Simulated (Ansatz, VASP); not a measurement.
**Cross-check of InAs between VASP and Ansatz**

One calculation is typed for both programs; each brings its own data sets. How far apart do they land? The cell is taken from a series of runs on this material, whose earlier steps may have relaxed, scaled, displaced or heated it; both programs get it as it stands.

Method: plane waves, with VASP 6.6.1 beside it; zone-centre phonons at PBEsol, in Ansatz 0.2.0.

## 1. The structure

Symmetry: F-43m, No. 216, cubic system. Conventional cell: a = 5.877 Å, b = 5.877 Å, c = 5.877 Å, α = 90.00°, β = 90.00°, γ = 90.00°. Nearest to As lie 4 In at 2.54 Å. In has 4 As at 2.54 Å nearest. Farther neighbours are not listed.

As a file:

```xyz
2
Lattice="0.0000 2.9385 2.9385 2.9385 0.0000 2.9385 2.9385 2.9385 0.0000" Properties=species:S:1:pos:R:3 pbc="T T T"
As    4.4078    4.4078    4.4078
In    0.0000    0.0000    0.0000
```

## 2. VASP: zone-centre phonons, PBEsol, pair 1

Second derivatives magnify differences that forces hide, and they need a tight electronic threshold.

Lines of VASP's logs that name or quote its potential files are left out, and so is its time.

INCAR reads:

```
SYSTEM = InAs
PREC = Accurate
ENCUT = 500
EDIFF = 1E-08
NELM = 120
ISMEAR = 1
SIGMA = 0.2
LREAL = .FALSE.
ALGO = Normal
GGA = PS
NBANDS = 15
LORBIT = 11
LWAVE = .FALSE.
LCHARG = .FALSE.
ISIF = 2
IBRION = 8
LASPH = .TRUE.
GGA_COMPAT = .FALSE.
EFERMI = MIDGAP
KPAR = 2
```

POSCAR reads:

```
InAs
1.0
    0.0000000000      2.9385051902      2.9385051902
    2.9385051902      0.0000000000      2.9385051902
    2.9385051902      2.9385051902      0.0000000000
As In
1 1
Direct
    0.7500000000      0.7500000000      0.7500000000
    0.0000000000      0.0000000000      0.0000000000
```

KPOINTS reads:

```
Automatic mesh
0
Gamma
12 12 12
0 0 0
```

Potentials, in the order of the species: As and In_d (PBE family, release 64).

Command:

```sh
> mpirun -np 2 vasp_std
```

Numbers of over 12 decimals in the logs are rounded to 6 here.

What it wrote:

```text
[banner, memory and clock lines left out]
running    2 mpi-ranks, on    1 nodes
 distrk:  each k-point on    1 cores,    2 groups
 distr:  one band on    1 cores,    1 groups

 POSCAR found type information on POSCAR AsIn
 POSCAR found :  2 types and       2 ions
|                                                                             |
|               ----> ADVICE to this user running VASP <----                  |
|                                                                             |
|     You enforced a specific xc type in the INCAR file but a different       |
|     [... a line on the potential file left out ...]
|     I HOPE YOU KNOW WHAT YOU ARE DOING!                                     |
|                                                                             |

 LDA part: xc-table for (Slater+PW92), standard interpolation
 POSCAR, INCAR and KPOINTS ok, starting setup
 FFT: planning ... GRIDC
 FFT: planning ... GRID_SOFT
 FFT: planning ... GRID
 WAVECAR not read
 entering main loop
       N       E                     dE             d eps       ncg     rms          rms(c)
DAV:   1     0.111366219806E+03    0.11137E+03   -0.82689E+03  2174   0.130E+03
DAV:   2    -0.128822350978E+01   -0.11265E+03   -0.10815E+03  2342   0.303E+02
DAV:   3    -0.851378438112E+01   -0.72256E+01   -0.71844E+01  2811   0.784E+01
DAV:   4    -0.869133340632E+01   -0.17755E+00   -0.17751E+00  2689   0.135E+01
DAV:   5    -0.869833791426E+01   -0.70045E-02   -0.70044E-02  3191   0.227E+00    0.519E+00
DAV:   6    -0.840810988006E+01    0.29023E+00   -0.40886E-01  3400   0.133E+01    0.284E+00
DAV:   7    -0.836689884867E+01    0.41211E-01   -0.13499E-01  3075   0.420E+00    0.718E-01
DAV:   8    -0.836516779544E+01    0.17311E-02   -0.16554E-02  2775   0.161E+00    0.269E-01
DAV:   9    -0.836532833001E+01   -0.16053E-03   -0.99886E-04  2696   0.272E-01    0.152E-01
DAV:  10    -0.836540666761E+01   -0.78338E-04   -0.18497E-04  3108   0.252E-01    0.783E-02
DAV:  11    -0.836542571459E+01   -0.19047E-04   -0.63450E-05  2695   0.143E-01    0.439E-02
DAV:  12    -0.836542408831E+01    0.16263E-05   -0.83525E-06  3159   0.439E-02    0.588E-03
DAV:  13    -0.836542405577E+01    0.32541E-07   -0.13803E-06  2524   0.765E-03    0.191E-03
DAV:  14    -0.836542388564E+01    0.17013E-06   -0.64543E-08  3081   0.258E-03    0.787E-04
DAV:  15    -0.836542391369E+01   -0.28048E-07   -0.32544E-09  1731   0.108E-03    0.307E-04
DAV:  16    -0.836542394197E+01   -0.28283E-07   -0.85248E-10  1409   0.260E-04    0.127E-04
DAV:  17    -0.836542394463E+01   -0.26630E-08   -0.21929E-10  1367   0.163E-04
   1 F= -.83654239E+01 E0= -.83655457E+01  d E =0.365152E-03
 Linear response reoptimize wavefunctions to high precision
DAV:   1    -0.836542394585E+01   -0.12185E-08   -0.83259E-11  1500   0.120E-04
DAV:   2    -0.836542394586E+01   -0.59117E-11   -0.32713E-11  1346   0.560E-05
 Linear response DOF=           2
 Linear response progress:
  Degree of freedom:   1/  2
       N       E                     dE             d eps       ncg     rms          rms(c)
RMM:   1    -0.470883060602E-01   -0.47088E-01    0.60826E-02 17311   0.171E+00
RMM:   2    -0.443739433605E-01    0.27144E-02    0.13003E-03 13312   0.641E-01    0.119E-01
RMM:   3    -0.451498940377E-01   -0.77595E-03   -0.20211E-03 15315   0.264E-01    0.524E-02
RMM:   4    -0.453963198237E-01   -0.24643E-03   -0.16216E-04 15573   0.854E-02    0.115E-02
RMM:   5    -0.454405909884E-01   -0.44271E-04   -0.22730E-05 16370   0.336E-02    0.555E-03
RMM:   6    -0.454252529138E-01    0.15338E-04   -0.32150E-06 15710   0.942E-03    0.144E-03
RMM:   7    -0.454252502957E-01    0.26181E-08   -0.17657E-07 16931   0.273E-03    0.111E-03
RMM:   8    -0.454255801398E-01   -0.32984E-06   -0.63193E-08 15986   0.117E-03    0.595E-04
RMM:   9    -0.454260466532E-01   -0.46651E-06    0.56315E-08 16475   0.414E-04    0.126E-04
RMM:  10    -0.454261331902E-01   -0.86537E-07   -0.42086E-08 17667   0.156E-04    0.900E-05
RMM:  11    -0.454261341121E-01   -0.92187E-09   -0.29085E-09 16736   0.583E-05    0.221E-05
 first order change of Fermi-energy   0.29181E-03
 force on displaced ion       1 direction 1 :  -9.585  -0.000  -0.000
 Linear response progress:
  Degree of freedom:   2/  2
       N       E                     dE             d eps       ncg     rms          rms(c)
RMM:   1    -0.232520231561E+00   -0.23252E+00   -0.61663E-02 11335   0.506E+00
RMM:   2    -0.235211285528E+00   -0.26911E-02   -0.15278E-02 14263   0.111E+00    0.842E-02
RMM:   3    -0.235239104254E+00   -0.27819E-04   -0.18117E-03 15355   0.345E-01    0.435E-02
RMM:   4    -0.235081400375E+00    0.15770E-03   -0.18680E-04 15806   0.118E-01    0.216E-02
RMM:   5    -0.235058943907E+00    0.22456E-04   -0.39701E-05 16433   0.433E-02    0.677E-03
RMM:   6    -0.235068096500E+00   -0.91526E-05   -0.30989E-05 16722   0.149E-02    0.206E-03
RMM:   7    -0.235077246190E+00   -0.91497E-05   -0.20647E-05 16183   0.450E-03    0.746E-04
RMM:   8    -0.235073324800E+00    0.39214E-05   -0.64906E-06 16635   0.191E-03    0.397E-04
RMM:   9    -0.235071649459E+00    0.16753E-05   -0.39377E-06 16977   0.867E-04    0.701E-05
RMM:  10    -0.235071534175E+00    0.11528E-06   -0.13444E-06 17173   0.373E-04    0.869E-05
RMM:  11    -0.235071510342E+00    0.23833E-07   -0.86276E-07 17673   0.180E-04    0.301E-05
RMM:  12    -0.235071572345E+00   -0.62003E-07   -0.29268E-07 16453   0.105E-04    0.445E-05
RMM:  13    -0.235071561639E+00    0.10706E-07   -0.17132E-07 18435   0.610E-05    0.940E-06
RMM:  14    -0.235071562800E+00   -0.11618E-08   -0.38936E-08 16463   0.385E-05    0.185E-05
 first order change of Fermi-energy  -0.34974E-04
 force on displaced ion       2 direction 1 :  -9.618   0.000   0.000
 Linear response finished
```

From OUTCAR (step 2):

```text
ion  position               nearest neighbor table
   1  0.750  0.750  0.750-   2 2.54   2 2.54   2 2.54   2 2.54
   2  0.000  0.000  0.000-   1 2.54   1 2.54   1 2.54   1 2.54

  LATTYP: Found a face centered cubic cell.
 ALAT       =     5.8770103804

 Subroutine GETGRP returns: Found 24 space group operations
 (whereof 24 operations were pure point group operations)

The static configuration has the point symmetry T_d .

 Found     72 irreducible k-points:

   k-points           NKPTS =     72   k-points in BZ     NKDIM =     72   number of bands    NBANDS=     15

   dimension x,y,z NGX =    30 NGY =   30 NGZ =   30
   dimension x,y,z NGXF=    60 NGYF=   60 NGZF=   60

   ENCUT  =  500.0 eV  36.75 Ry    6.06 a.u.   7.58  7.58  7.58*2*pi/ulx,y,z

   NELECT =      18.0000    total number of electrons

 k-points in reciprocal lattice and weights: Automatic mesh
   0.00000000  0.00000000  0.00000000       0.001
   0.08333333  0.00000000  0.00000000       0.005
   0.16666667  0.00000000  0.00000000       0.005
   0.25000000  0.00000000  0.00000000       0.005
   0.33333333  0.00000000  0.00000000       0.005
   0.41666667  0.00000000  0.00000000       0.005
   0.50000000  0.00000000  0.00000000       0.002
   0.08333333  0.08333333  0.00000000       0.003
   0.16666667  0.08333333  0.00000000       0.014
[...]
-0.33333333  0.50000000  0.16666667       0.007
  -0.25000000  0.50000000  0.25000000       0.003

 average (electrostatic) potential at core
       1 -48.6876       2 -95.6618

  Total        2.4255059      2.4255059      2.4255059      0.0000000      0.0000000     -0.0000000
  in kB       76.5779155     76.5779155     76.5779155      0.0000000      0.0000000     -0.0000000
  external PRESSURE =      76.5779155 kB  Pullay stress =       0.0000000 kB

  energy-cutoff  :      500.00
  volume of cell :       50.75
      direct lattice vectors                 reciprocal lattice vectors
     0.000000000  2.938505190  2.938505190    -0.170154540  0.170154540  0.170154540
     2.938505190  0.000000000  2.938505190     0.170154540 -0.170154540  0.170154540
     2.938505190  2.938505190  0.000000000     0.170154540  0.170154540 -0.170154540

 POSITION                                       TOTAL-FORCE (eV/Angst)
 -----------------------------------------------------------------------------------
      4.40776      4.40776      4.40776        -0.000000     -0.000000     -0.000000
      0.00000      0.00000      0.00000         0.000000      0.000000      0.000000
 -----------------------------------------------------------------------------------
    total drift:                               -0.000000     -0.000000     -0.000000

 Eigenvectors and eigenvalues of the dynamical matrix
 ----------------------------------------------------

   1 f  =    7.192937 THz    45.194557 2PiTHz  239.930556 cm-1    29.747584 meV
             X         Y         Z           dx          dy          dz
      4.407758  4.407758  4.407758     0.000000    0.777377    0.000000
      0.000000  0.000000  0.000000     0.000000   -0.629035    0.000000

   2 f  =    7.192937 THz    45.194557 2PiTHz  239.930556 cm-1    29.747584 meV
             X         Y         Z           dx          dy          dz
      4.407758  4.407758  4.407758     0.777377    0.000000    0.000000
      0.000000  0.000000  0.000000    -0.629035    0.000000    0.000000

   3 f  =    7.192937 THz    45.194557 2PiTHz  239.930556 cm-1    29.747584 meV
             X         Y         Z           dx          dy          dz
      4.407758  4.407758  4.407758     0.000000    0.000000    0.777377
      0.000000  0.000000  0.000000     0.000000    0.000000   -0.629035

   4 f/i=    0.006052 THz     0.038028 2PiTHz    0.201886 cm-1     0.025031 meV
             X         Y         Z           dx          dy          dz
      4.407758  4.407758  4.407758    -0.629035    0.000000    0.000000
      0.000000  0.000000  0.000000    -0.777377    0.000000    0.000000

   5 f/i=    0.006052 THz     0.038028 2PiTHz    0.201886 cm-1     0.025031 meV
             X         Y         Z           dx          dy          dz
      4.407758  4.407758  4.407758     0.000000   -0.629035    0.000000
      0.000000  0.000000  0.000000     0.000000   -0.777377    0.000000

   6 f/i=    0.006052 THz     0.038028 2PiTHz    0.201886 cm-1     0.025031 meV
             X         Y         Z           dx          dy          dz
      4.407758  4.407758  4.407758     0.000000    0.000000   -0.629035
      0.000000  0.000000  0.000000     0.000000    0.000000   -0.777377

 ELASTIC MODULI CONTR FROM IONIC RELAXATION (kBar)
 Direction    XX          YY          ZZ          XY          YZ          ZX
 --------------------------------------------------------------------------------
 XX          -0.0000     -0.0000     -0.0000     -0.0000      0.0000     -0.0000
 YY          -0.0000     -0.0000     -0.0000      0.0000      0.0000     -0.0000
 ZZ          -0.0000     -0.0000     -0.0000      0.0000      0.0000     -0.0000
 XY          -0.0000      0.0000      0.0000   -452.2517      0.0000      0.0000
 YZ           0.0000      0.0000      0.0000      0.0000   -452.2517      0.0000
 ZX          -0.0000     -0.0000     -0.0000      0.0000      0.0000   -452.2517
 --------------------------------------------------------------------------------
```

## 3. Ansatz: zone-centre phonons, PBEsol, pair 1

Ansatz runs on its PAW soft_1 files.

The same cell, functional, mesh and smearing now go to Ansatz, which takes its cutoff from its data sets.

input.yaml reads:

```yaml
crystal:
  lattice:
    - [0.0, 2.9385051902, 2.9385051902]
    - [2.9385051902, 0.0, 2.9385051902]
    - [2.9385051902, 2.9385051902, 0.0]
  atoms:
    - { symbol: As, position: [0.75, 0.75, 0.75] }
    - { symbol: In, position: [0.0, 0.0, 0.0] }
kpoints:
  mp_grid: { grid: [12, 12, 12] }
hamiltonian:
  xc: pbesol
  pseudopotentials: { kind: paw, azcp: { folder: soft_1 }, xc_functional: pbe }
scf:
  occupations: { method: methfessel_paxton, width: 0.2 }
output:
  eigenvalues: true
phonons:
  method: dfpt
```

Command:

```sh
> ansatz run input.yaml --threads 4 --pin off --max-ram 10240MiB --backend cpu --events-out ev --progress --plain --runs-dir out
```

What it wrote:

```text
zone centre: on kpoints.mp_grid the ground state, and the responses unless they are solved on pairs of k-points, stand on 163 of the mesh's 1728 k-points, reduced under 8 symmetry operations, with k and −k counted as one. Each operation leaves every solved displacement unchanged or reverses it
Engine: ansatz 0.2.0, aarch64-unknown-linux-gnu
Pseudopotentials: kind: paw
Pseudopotential: As, paw, valence charge 15, recommended cutoff 420 eV (normal), soft_1/As.paw.azcp
Pseudopotential: In, paw, valence charge 13, recommended cutoff 420 eV (normal), soft_1/In.paw.azcp
Functional definition: PBEsol
  exchange = pbesol_x
  correlation = pbesol_c
Crystal: 2 atoms, lattice volume = 50.747 Å³
Basis set: ecut = 420 eV, 965 PW (Γ), exchange–correlation on 60×60×60 points (8 copies of the dense FFT grid, shifted against one another)
Bands: 18, of which v1, the nominal top of the filled ones, is band 14 counted from 1 (13 counted from 0)
Symmetry: 24 space group operations
k-points: 163 of 1728 (irreducible under 8 space group operations, time reversal used)
Non-local potential: As, projectors of the file, l = 0: 2, l = 1: 2, l = 2: 3, l = 3: 1
Non-local potential: In, projectors of the file, l = 0: 2, l = 1: 2, l = 2: 2, l = 3: 1
PAW form: soft (Blöchl's): semilocal exchange-correlation on the pseudo side does not see the compensation charge
PAW frozen core: As, regenerated for the run's functional, and the local potential with it (the file was generated under x = pbe(κ = 0.804, μ = 0.219515), c = pbe(β = 0.066725))
PAW frozen core: In, regenerated for the run's functional, and the local potential with it (the file was generated under x = pbe(κ = 0.804, μ = 0.219515), c = pbe(β = 0.066725))
PAW one-centre angular grid: As, 590 points (default); XC on 64 Gauss nodes
PAW one-centre angular grid: In, 590 points (default); XC on 64 Gauss nodes
Initial density: superposition of atomic densities (chi_scale 0.1, normalization cell, long waves kept (reshape's long-wave potential 0.00 eV rms))
Initial wavefunctions: pseudopotential atomic-orbital guess
Functional: x = pbesol(κ = 0.804, μ = 0.123457), c = pbesol(β = 0.046)
SCF iter   1: F=—  HF=-10338.878627 eV  |F-HF|=—  |Δ(HF+E_count)|=         —  Δρ=3.16e-2  dr2=4.10e-1  ethr=3.10e-3  ⟨swp⟩=5.4  Hψ=14957  notcnv=0
preconditioner: auto → none  [insulator: Δε(μ)=0.267 eV  Ē_g=15.066 eV  σ=0.200 eV  W_gap=0.80  n_scr=14 (ndim 8)  ℏωp=22.1 eV  f_vac=0.000  D(μ)=0.03/eV (n_scr^D=0)  ε∞_Penn≈3.2]
SCF iter   2: F=—  HF=-10338.789205 eV  |F-HF|=—  |Δ(HF+E_count)|=   8.94e-2  S|Δr|=    0.00e0  Δρ=1.43e-2  dr2=7.09e-2  ethr=1.46e-3  ⟨swp⟩=2.0  Hψ=4857  notcnv=0
SCF iter   3: F=—  HF=-10338.778824 eV  |F-HF|=—  |Δ(HF+E_count)|=   1.04e-2  S|Δr|=    0.00e0  Δρ=2.38e-3  dr2=5.98e-3  ethr=2.53e-4  ⟨swp⟩=2.8  Hψ=5286  notcnv=0
SCF iter   4: F=—  HF=-10338.776254 eV  |F-HF|=—  |Δ(HF+E_count)|=   2.57e-3  S|Δr|=    0.00e0  Δρ=6.99e-4  dr2=1.10e-4  ethr=2.14e-5  ⟨swp⟩=2.0  Hψ=5217  notcnv=0
SCF iter   5: F=—  HF=-10338.776295 eV  |F-HF|=—  |Δ(HF+E_count)|=   4.19e-5  S|Δr|=    0.00e0  Δρ=1.91e-4  dr2=6.40e-6  ethr=3.94e-7  ⟨swp⟩=3.0  Hψ=5217  notcnv=0
SCF iter   6: F=—  HF=-10338.776302 eV  |F-HF|=—  |Δ(HF+E_count)|=   6.38e-6  S|Δr|=    0.00e0  Δρ=2.32e-5  dr2=2.26e-7  ethr=2.29e-8  ⟨swp⟩=2.6  Hψ=4742  notcnv=0
SCF iter   7: F=—  HF=-10338.776302 eV  |F-HF|=—  |Δ(HF+E_count)|=   3.73e-7  S|Δr|=    0.00e0  Δρ=5.71e-6  dr2=1.14e-8  ethr=8.07e-10  ⟨swp⟩=2.0  Hψ=5217  notcnv=0
SCF iter   8: F=—  HF=-10338.776302 eV  |F-HF|=—  |Δ(HF+E_count)|=   5.32e-9  S|Δr|=    0.00e0  Δρ=9.76e-7  dr2=3.27e-10  ethr=4.07e-11  ⟨swp⟩=2.0  Hψ=5175  notcnv=0
SCF iter   9: F=-10338.776302 eV  HF=-10338.776302 eV  |F-HF|=5.46e-12  |Δ(HF+E_count)|=  3.93e-10  S|Δr|=    0.00e0  Δρ=6.82e-8  dr2=1.87e-12  ethr=1.00e-12  ⟨swp⟩=4.2  Hψ=14939  notcnv=0
SCF 1 converged in 9 iterations: F = -10338.776302 eV  dr2 = 1.87e-12
  greatest PAW one-centre occupation: 0.999 electrons in one spin orbital (limit 2), on the As atom at site 0 (counted from 0), in its partial waves of l = 2
DFPT response loops at Γ: preconditioner auto → Kerker (q_TF=auto, 2.471 Å⁻¹) (partly filled bands, converged f_vac=0.062); β = 1.00, the filter's whole step (`scf.mixing.beta` (0.50) is not read by the response loops under this deck's `scf.mixing.preconditioner`; to damp them name `kerker` or `kerker_dos`, under which they read `scf.mixing.beta`, and type it under 1.00, their step now; both keys bind the ground state too); Broyden in place of MSR1
SCF converged after 9 iterations
Stability not checked: this state was not tested for a lower state beside it, because cold or Methfessel-Paxton smearing, or corrected tetrahedra, fill the levels in a way that the test cannot read (fill_not_monotonic; see scf.lower_state_search)
Free energy (F): -10338.776302 eV
Harris-Foulkes:  -10338.776302 eV  (|F-HF|=5.46e-12)
Internal energy: -10338.776665 eV  (E = F + TS)
E sigma→0 (E₀):  -10338.776393 eV
Entropy (-TS):   0.000363 eV (0.181 meV/atom)
Fermi energy:    8.785607 eV
Step filling:    the computed levels leave a gap of 0.1431 eV = 0.7 smearing widths at the electron count; against every level under it full and every level over it empty, smearing changes F+E_penalty+E_count by +0.198 meV and its σ→0 estimate by +0.107 meV
--- Per-component energies (eV) ---
  E_band       = -292.754061
  E_kinetic    = 320.189014
  E_local      = -3362.833765  (includes V_loc(G=0)·N_el)
  E_nonlocal   = -63.355150
  E_hartree    = 1684.923849
  E_xc         = -212.982717
  E_vxc        = -165.113782  (∫ρ·V_xc dr)
  E_paw        = -6109.736847  (= ΣΔE_a)
  E_vpaw       = -391.488149  (= ΣTr[D̂ρ^β])
  E_aug_tail   = 0.000102  (compensation charges beyond the density's cutoff)
  E_ewald      = -2596.183484
  E_core_change = 1.202334  (= ΣΔE_core)
  E_smearing   = 0.000363  (= −TS)
  E_closure    = -0.000000  (closes the sum)
  Σ components = -10338.776302   (vs F -10338.776302, Δ=0.00e0)
--- Band table (eV; the first three rows and the last of 163) ---
  k-point 0: bands = [... 10 lower, -3.7626, 8.7246, 8.7246, 8.7246, 8.8677, 12.6198, 12.6198, 12.6198]
  k-point 1: bands = [... 10 lower, -3.6765, 7.5197, 8.6173, 8.6173, 9.7662, 12.6732, 12.7728, 12.7728]
  k-point 2: bands = [... 10 lower, -3.4287, 6.1495, 8.3599, 8.3599, 10.1612, 13.1149, 13.1149, 13.1389]
  k-point 162: bands = [... 10 lower, -1.2744, 2.6281, 5.3615, 5.4212, 12.9581, 13.2705, 13.8803, 14.7425]
--- Phonons (Γ-DFPT): 2 representative perturbations + reference, on 163 of 1728 k-points (Σ response iterations 6) ---
  k mesh reduced under 8 symmetry operations, with k and −k counted as one. Each operation leaves every solved displacement unchanged or reverses it
  ASR residual: 1.723e-5 → 0.000e0 eV/Å²; symmetrization residual: 1.966e-5 eV/Å²
  ASR residual per site (eV/Å²): 1.72e-5 1.43e-5
  Γ frequencies (cm⁻¹): 0.00 0.00 0.00 239.40 239.40 239.40
  non-analytic LO–TO correction: not included (Born effective charges unavailable; polar crystals: no LO–TO splitting at Γ)
```

## 4. Side by side

Known differences besides the potentials themselves: the data sets hold 28 valence electrons in Ansatz (on its PAW soft_1 files) and 18 in VASP; the cutoff is 420 eV in Ansatz and 500 eV in VASP; Ansatz makes its cores anew for this functional, VASP keeps those of its PBE data sets. Total energies have different zeros and are not compared.

Both answers:

| quantity | Ansatz | VASP | difference |
| --- | --- | --- | --- |
| optical mode 1 to 3 (cm⁻¹) | 239.4 | 239.9 | -0.22 % |

Modes are paired by rising frequency, not by their patterns, so a pair may set unlike modes beside each other; they are those without the splitting of longitudinal modes.

(Continued in part 2 of 2.)

[Lines on the potential files, build, host, timing and source positions are cut from VASP's logs without a mark.]

[Logs are printed without paths, hosts, clocks, repeated set-up lines and the standing remarks that a program may print on its own settings, such as how far it seeks lower states.]

[Hosts, paths, dates, database ids (printed as entryN), source tags and the programs' standing remarks are cut or masked in the printed files.]
